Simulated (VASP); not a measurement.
# Sr3Ag (Pm-3m) in VASP: a series of runs

Runs on Sr3Ag. Level: LDA. Tasks: single point.

All numbers are computed with VASP 6.6.1; they aren't measurements. Logs are shortened: lines on timing, memory, paths and dates and some standing lists are left out, and cuts for length are marked.

## 1. The crystal as given

The structure is cubic, space group Pm-3m (No. 221). Conventional cell: a = 5.491 Å, b = 5.491 Å, c = 5.491 Å, α = 90.00°, β = 90.00°, γ = 90.00°. Around Sr (site symmetry 4/mmm) lie 8 Sr at 3.88 Å and 4 Ag at 3.88 Å. Around Ag (site symmetry m-3m) lie 12 Sr at 3.88 Å.

The cell comes from a database or a generator and needn't be the stable form of this composition.

## 2. Single point, LDA

INCAR reads:

```
SYSTEM = Sr3Ag
PREC = Accurate
ENCUT = 520
EDIFF = 1E-6
ISMEAR = 1
SIGMA = 0.15
LREAL = .FALSE.
LASPH = .TRUE.
NELM = 100
ALGO = Normal
ISIF = 2
LWAVE = .FALSE.
LCHARG = .FALSE.
GGA = CA
NBANDS = 28
```

KPOINTS reads:

```
Automatic mesh
0
G
  4 4 4
  0 0 0
```

POSCAR reads:

```
Sr3Ag
1.0
    5.4908750000      0.0000000000      0.0000000000
    0.0000000000      5.4908750000      0.0000000000
    0.0000000000      0.0000000000      5.4908750000
Sr Ag
3 1
Direct
    0.0000000000      0.5000000000      0.5000000000
    0.5000000000      0.0000000000      0.5000000000
    0.5000000000      0.5000000000      0.0000000000
    0.0000000000      0.0000000000      0.0000000000
```

Potentials or basis: VASP PAW LDA potentials, release 64 (Sr_sv, Ag).

Run with:

```
cat potpaw_LDA.64/Sr_sv/POTCAR potpaw_LDA.64/Ag/POTCAR > POTCAR
mpirun -np 1 vasp_std > vasp.out
```

OUTCAR:

```text
SYSTEM = Sr3Ag
   PREC = Accurate
   ENCUT = 520
   EDIFF = 1E-6
   ISMEAR = 1
   LREAL = .FALSE.
   LASPH = .TRUE.
   NELM = 100
   ISIF = 2
   GGA = CA

 ion  position               nearest neighbor table
   1  0.000  0.500  0.500-   2 3.88   3 3.88   4 3.88   3 3.88   4 3.88   2 3.88   4 3.88   4 3.88
                             2 3.88   3 3.88   3 3.88   2 3.88
   2  0.500  0.000  0.500-   1 3.88   3 3.88   4 3.88   3 3.88   4 3.88   1 3.88   3 3.88   3 3.88
                             1 3.88   4 3.88   4 3.88   1 3.88
   3  0.500  0.500  0.000-   1 3.88   2 3.88   4 3.88   1 3.88   2 3.88   2 3.88   4 3.88   2 3.88
                             1 3.88   4 3.88   1 3.88   4 3.88
   4  0.000  0.000  0.000-   1 3.88   2 3.88   3 3.88   1 3.88   2 3.88   1 3.88   3 3.88   1 3.88
                             2 3.88   3 3.88   2 3.88   3 3.88

  LATTYP: Found a simple cubic cell.
 ALAT       =     5.4908750000

  Lattice vectors:

 A1 = (   5.4908750000,   0.0000000000,   0.0000000000)
 A2 = (   0.0000000000,   5.4908750000,   0.0000000000)
 A3 = (   0.0000000000,   0.0000000000,   5.4908750000)

Analysis of symmetry for initial positions (statically):
=====================================================================
 Subroutine PRICEL returns:
 Original cell was already a primitive cell.

 Routine SETGRP: Setting up the symmetry group for a
 simple cubic supercell.

 Subroutine GETGRP returns: Found 48 space group operations
 (whereof 48 operations were pure point group operations)
 out of a pool of 48 trial point group operations.

The static configuration has the point symmetry O_h .

Analysis of symmetry for dynamics (positions and initial velocities):
=====================================================================
 Subroutine PRICEL returns:
 Original cell was already a primitive cell.

 Routine SETGRP: Setting up the symmetry group for a
 simple cubic supercell.

 Subroutine GETGRP returns: Found 48 space group operations
 (whereof 48 operations were pure point group operations)
 out of a pool of 48 trial point group operations.

The dynamic configuration has the point symmetry O_h .

 Subroutine INISYM returns: Found 48 space group operations
 (whereof 48 operations are pure point group operations),
 and found     1 'primitive' translations

----------------------------------------------------------------------------------------

                                     Primitive cell

  volume of cell :     165.5483

  direct lattice vectors                    reciprocal lattice vectors
     5.490875000  0.000000000  0.000000000     0.182120336  0.000000000  0.000000000
[... 79 lines left out ...]
   IBRION =     -1    ionic relax: 0-MD 1-quasi-New 2-CG
   NFREE  =      0    steps in history (QN), initial steepest desc. (CG)
   ISIF   =      2    stress and relaxation
   ISYM   =      2    0-nonsym 1-usesym 2-fastsym
   POTIM  = 0.5000    time-step for ionic-motion
   TEBEG  =    0.0;   TEEND  =   0.0 temperature during run
   PSTRESS=    0.0 pullay stress
   NELECT =      41.0000    total number of electrons
   NUPDOWN=      -1.0000    fix difference up-down
   EMIN   =  10.00;   EMAX   =-10.00  energy-range for DOS
   EFERMI =   0.00;   METHOD = LEGACY
   ISMEAR =     1;   SIGMA  =   0.15  broadening in eV -4-tet -1-fermi 0-gaus
   EFERMI_NEDOS =   21; number of points for ismear=-14 and -15
   IALGO  =     38    algorithm
   IMIX   =      4    mixing-type and parameters
     AMIX     =   0.40;   BMIX     =  1.00
     AMIX_MAG =   1.60;   BMIX_MAG =  1.00
  volume/ion in A,a.u.               =      41.39       279.29
  Fermi-wavevector in a.u.,A,eV,Ry     =   1.028082  1.942794 14.380722  1.056953
  Thomas-Fermi vector in A             =   2.162060
   LORBIT       =      0    0 simple, 1 ext, 2 COOP (PROOUT), +10 PAW based schemes
   GGA     = CA    functional components
   LHFCALC =     F    Hartree Fock is set to
   AEXX    =    0.0000 exact exchange contribution
   IVDW    =     0    specifies the selected vdW correction
   LEPSILON=     F    determine dielectric tensor
   LRPA    =     F    only Hartree local field effects (RPA)
 non-spin polarized calculation
 Methfessel and Paxton  Order N= 1 SIGMA  =   0.15
  energy-cutoff  :      520.00
  volume of cell :      165.55
 maximum number of plane-waves:      4492
 NGX is ok and might be reduce to    42
   NGX = 21   NGY = 21   NGZ = 21

 number of electron      41.0000011 magnetization

 Free energy of the ion-electron system (eV)
  ---------------------------------------------------
  ext. energy  EPLUGINS =         0.00000000
  ---------------------------------------------------
  free energy    TOTEN  =        -9.13477440 eV

  energy without entropy =       -9.13600602  energy(sigma->0) =       -9.13518494

 E-fermi :   2.3219     XC(G=0):  -8.4258

 val. band max:        2.1178564984   @ k =   0.5000   0.2500   0.0000
 cond. band min:       2.4068583788   @ k =   0.2500   0.2500   0.0000
 fundamental gap:      0.2890018804
 Fermi energy:         2.3218822553

 k-point     1 :       0.0000    0.0000    0.0000
  band No.  band energies     occupation
      1     -33.9859      2.00000
      2     -33.9352      2.00000
      3     -33.9352      2.00000
      4     -16.2397      2.00000
      5     -16.2397      2.00000
      6     -16.2397      2.00000
[... 299 lines left out ...]
     27       4.6530     -0.00000
     28       4.6530     -0.00000

------------------------ aborting loop because EDIFF is reached ----------------------------------------

  FORCE on cell =-STRESS in cart. coord.  units (eV):
  Direction    XX          YY          ZZ          XY          YZ          ZX
  --------------------------------------------------------------------------------------
  -------------------------------------------------------------------------------------
  Total       -2.3326218     -2.3326218     -2.3326218     -0.0000000     -0.0000000     -0.0000000
  in kB      -22.5751286    -22.5751286    -22.5751286     -0.0000000     -0.0000000     -0.0000000
  external PRESSURE =     -22.5751286 kB  Pullay stress =       0.0000000 kB

 VOLUME and BASIS-vectors are now :
 -----------------------------------------------------------------------------
  energy-cutoff  :      520.00
  volume of cell :      165.55
      direct lattice vectors                 reciprocal lattice vectors
     5.490875000  0.000000000  0.000000000     0.182120336  0.000000000  0.000000000
     0.000000000  5.490875000  0.000000000     0.000000000  0.182120336  0.000000000
     0.000000000  0.000000000  5.490875000     0.000000000  0.000000000  0.182120336

 POSITION                                       TOTAL-FORCE (eV/Angst)
 -----------------------------------------------------------------------------------
      0.00000      2.74544      2.74544         0.000000      0.000000      0.000000
      2.74544      0.00000      2.74544         0.000000      0.000000      0.000000
      2.74544      2.74544      0.00000         0.000000      0.000000      0.000000
      0.00000      0.00000      0.00000         0.000000      0.000000      0.000000
 -----------------------------------------------------------------------------------
    total drift:                                0.000000     -0.000000     -0.000000

  FREE ENERGIE OF THE ION-ELECTRON SYSTEM (eV)
  ---------------------------------------------------
  free  energy   TOTEN  =        -9.1347743962 eV

  energy  without entropy=       -9.1360060248  energy(sigma->0) =       -9.13518494
```

stdout:

```text
POSCAR found type information on POSCAR SrAg
 POSCAR found :  2 types and       4 ions
 scaLAPACK will be used
 LDA part: xc-table for (Slater(with rela. corr.)+CA(PZ))
 , standard interpolation
 POSCAR, INCAR and KPOINTS ok, starting setup
 FFT: planning ... GRIDC
 FFT: planning ... GRID_SOFT
 FFT: planning ... GRID
 WAVECAR not read
 entering main loop
```

Run time: 26 s. Hardware: 1 thread of Intel Xeon Platinum 8488C (Sapphire Rapids), shared host; peak memory 0.23 GiB.

What came out:

| Property | Result |
| --- | --- |
| Free energy | -9.1348 eV |
| Pressure | -2.3 GPa |
| Band gap on the k mesh | none (metal or under the smearing width) |

Levels at points of the mesh, in eV from the Fermi level:
```tsv
k point	band 17	band 18	band 19	band 20	band 21	band 22	band 23	band 24
(0.00, 0.00, 0.00)	-4.08	-4.08	-1.49	0.35	0.35	0.74	0.74	0.74
(0.50, 0.00, 0.00)	-4.05	-2.94	-2.54	-0.28	0.50	0.50	0.95	1.43
(0.50, 0.50, 0.00)	-3.99	-2.29	-1.34	-1.34	-0.82	0.51	0.95	1.23
(0.50, 0.50, 0.50)	-4.00	-2.41	-0.59	-0.59	-0.59	0.32	0.32	0.32
```

## 3. Single point, LDA

INCAR reads:

```
PREC = Accurate ; ENCUT = 520
EDIFF = 1E-7 ; ISMEAR = 1
SIGMA = 0.15 ; LREAL = False
LASPH = True ; NELM = 100
ALGO = Normal ; ISIF = 2
LWAVE = False ; LCHARG = True
GGA = CA ; LELF = True
LVHAR = True ; NBANDS = 28
```

KPOINTS reads:

```
Automatic mesh
0
Gamma
  4 4 4
```

POSCAR is that of step 2.

Potentials or basis: VASP PAW LDA potentials, release 64 (Sr_sv, Ag).

Run with:

```
cat potpaw_LDA.64/Sr_sv/POTCAR potpaw_LDA.64/Ag/POTCAR > POTCAR
mpirun -np 1 vasp_std > vasp.out
```

OUTCAR:

```text
PREC = Accurate
   ENCUT = 520
   EDIFF = 1E-7
   ISMEAR = 1
   LREAL = False
   LASPH = True
   NELM = 100
   ISIF = 2
   GGA = CA

 ion  position               nearest neighbor table
   1  0.000  0.500  0.500-   2 3.88   3 3.88   4 3.88   3 3.88   4 3.88   2 3.88   4 3.88   4 3.88
                             2 3.88   3 3.88   3 3.88   2 3.88
   2  0.500  0.000  0.500-   1 3.88   3 3.88   4 3.88   3 3.88   4 3.88   1 3.88   3 3.88   3 3.88
                             1 3.88   4 3.88   4 3.88   1 3.88
   3  0.500  0.500  0.000-   1 3.88   2 3.88   4 3.88   1 3.88   2 3.88   2 3.88   4 3.88   2 3.88
[... 500 lines left out ...]
  -------------------------------------------------------------------------------------
  Total       -2.3298882     -2.3298882     -2.3298882      0.0000000     -0.0000000      0.0000000
  in kB      -22.5486734    -22.5486734    -22.5486734      0.0000000     -0.0000000      0.0000000
  external PRESSURE =     -22.5486734 kB  Pullay stress =       0.0000000 kB

 VOLUME and BASIS-vectors are now :
 -----------------------------------------------------------------------------
  energy-cutoff  :      520.00
  volume of cell :      165.55
      direct lattice vectors                 reciprocal lattice vectors
     5.490875000  0.000000000  0.000000000     0.182120336  0.000000000  0.000000000
     0.000000000  5.490875000  0.000000000     0.000000000  0.182120336  0.000000000
     0.000000000  0.000000000  5.490875000     0.000000000  0.000000000  0.182120336

 POSITION                                       TOTAL-FORCE (eV/Angst)
 -----------------------------------------------------------------------------------
      0.00000      2.74544      2.74544         0.000000      0.000000      0.000000
      2.74544      0.00000      2.74544         0.000000      0.000000      0.000000
      2.74544      2.74544      0.00000         0.000000      0.000000      0.000000
      0.00000      0.00000      0.00000         0.000000      0.000000      0.000000
 -----------------------------------------------------------------------------------
    total drift:                                0.000000     -0.000000     -0.000000

  FREE ENERGIE OF THE ION-ELECTRON SYSTEM (eV)
  ---------------------------------------------------
  free  energy   TOTEN  =        -9.1347745113 eV

  energy  without entropy=       -9.1360058391  energy(sigma->0) =       -9.13518495
```

stdout:

```text
POSCAR found type information on POSCAR SrAg
 POSCAR found :  2 types and       4 ions
 scaLAPACK will be used
 LDA part: xc-table for (Slater(with rela. corr.)+CA(PZ))
 , standard interpolation
 POSCAR, INCAR and KPOINTS ok, starting setup
 FFT: planning ... GRIDC
 FFT: planning ... GRID_SOFT
 FFT: planning ... GRID
 WAVECAR not read
 entering main loop
```

Run time: 31 s. Hardware: 1 thread of Intel Xeon Platinum 8488C (Sapphire Rapids), shared host; peak memory 0.23 GiB.

What came out:

- Free energy: -9.1348 eV
- Pressure: -2.3 GPa
- Band gap on the k mesh: none (metal or under the smearing width)
